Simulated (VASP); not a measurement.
Consider the following.

```
CELL_PARAMETERS angstrom
     -2.78837     2.78837     4.92953
      2.78837    -2.78837     4.92953
      2.78837     2.78837    -4.92953
ATOMIC_POSITIONS crystal
  Zn 0.75000 0.25000 0.50000
  Zn 0.00000 0.00000 0.00000
  Cl 0.10721 0.12500 0.48221
  Cl 0.87500 0.35721 0.98221
  Cl 0.64279 0.62500 0.51779
  Cl 0.37500 0.89279 0.01779
```

Computed with PBEsol GGA, VASP's PBE PAW potentials (set 64) (plane waves; VASP). Numerical set-up: 400 eV cut-off, Gaussian smearing of 0.050 eV, potentials Zn Cl.

### Question
Give the energies of bands 17 to 30 at the high-symmetry points, in eV from the valence-band maximum.

### Answer

```tsv
band	Γ	X	P	N	M	S	R
17	-2.42	-2.30	-2.52	-2.52	-1.83	-2.19	-2.23
18	-2.42	-2.30	-2.52	-1.96	-1.83	-1.85	-2.23
19	-1.89	-1.50	-1.07	-1.54	-1.29	-1.65	-1.50
20	-1.81	-1.50	-1.07	-1.52	-1.29	-1.59	-1.50
21	-1.26	-0.81	-0.98	-1.28	-1.09	-1.18	-0.98
22	-1.09	-0.81	-0.98	-1.12	-1.09	-1.03	-0.98
23	-1.09	-0.52	-0.49	-0.66	-0.98	-0.87	-0.55
24	-0.11	-0.52	-0.49	-0.58	-0.98	-0.62	-0.55
25	-0.11	-0.34	-0.46	-0.40	-0.53	-0.45	-0.38
26	0.00	-0.34	-0.46	-0.35	-0.53	-0.31	-0.38
27	4.04	5.53	5.56	5.51	5.84	5.67	5.68
28	6.33	5.53	5.56	6.35	5.84	6.18	5.68
29	6.41	8.00	7.86	7.26	6.28	6.75	7.66
30	8.14	8.00	7.86	7.86	6.28	7.25	7.66
```

The gap is direct, 4.04 eV, from the valence maximum at Γ to the conduction minimum at Γ.

The structure comes from a computed database's ZnCl2 entry (I-42d); how it stands against other phases isn't given here. It was relaxed first.
